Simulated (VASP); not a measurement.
Set up this calculation in VASP 6.6.1, as the native input.

* Task: single point
* Functional: PBE
* Potentials or basis: VASP PAW PBE potentials, release 64 (Li_sv, Re)
* Cutoff: 520 eV
* k mesh: 6 × 6 × 6
* Occupations: gaussian, width 0.1 eV
* Spin: no spin polarisation
* Dipole correction: no
* Further INCAR settings: ALGO = Fast; EDIFF = 1e-06; NBANDS = 20

The structure of LiRe3 lies in POSCAR:

```
LiRe3
1.0
    0.0000000000      3.0528810000      3.0528810000
    3.0528810000      0.0000000000      3.0528810000
    3.0528810000      3.0528810000      0.0000000000
Li Re
1 3
Direct
    0.0000000000      0.0000000000      0.0000000000
    0.7500000000      0.7500000000      0.7500000000
    0.2500000000      0.2500000000      0.2500000000
    0.5000000000      0.5000000000      0.5000000000
```

The cell comes from a database or a generator and needn't be the stable form of this composition.

These files were run (other wordings do the same):

INCAR

```
SYSTEM = LiRe3
ALGO     = Fast           ! electronic algorithm
EDIFF    = 1E-6           ! SCF threshold, eV
ENCUT    = 520            ! plane-wave cutoff, eV
GGA      = PE             ! functional
ISIF     = 2              ! what is computed and relaxed
ISMEAR   = 0              ! smearing method
LASPH    = .TRUE.         ! aspherical terms in the spheres
LCHARG   = .FALSE.        ! write CHGCAR
LREAL    = .FALSE.        ! projectors in reciprocal space
LWAVE    = .FALSE.        ! write WAVECAR
NBANDS   = 20             ! bands
NELM     = 80             ! most SCF steps
PREC     = Accurate       ! precision mode
SIGMA    = 0.1            ! smearing width, eV
```

KPOINTS

```
k-points
0
G
  6 6 6
  0 0 0
```

Potentials or basis: VASP PAW PBE potentials, release 64 (Li_sv, Re).

The run is started by

```sh
$ cat potpaw_PBE.64/Li_sv/POTCAR potpaw_PBE.64/Re/POTCAR > POTCAR
$ mpirun -np 1 vasp_std > vasp.out
```

Results of the run:

| Item | Value |
| --- | --- |
| Band gap on the k mesh | none (metal or under the smearing width) |

Wall time 36 s on 1 thread of AMD EPYC 9R45 (Zen 5) (shared host), peak memory 0.15 GiB.
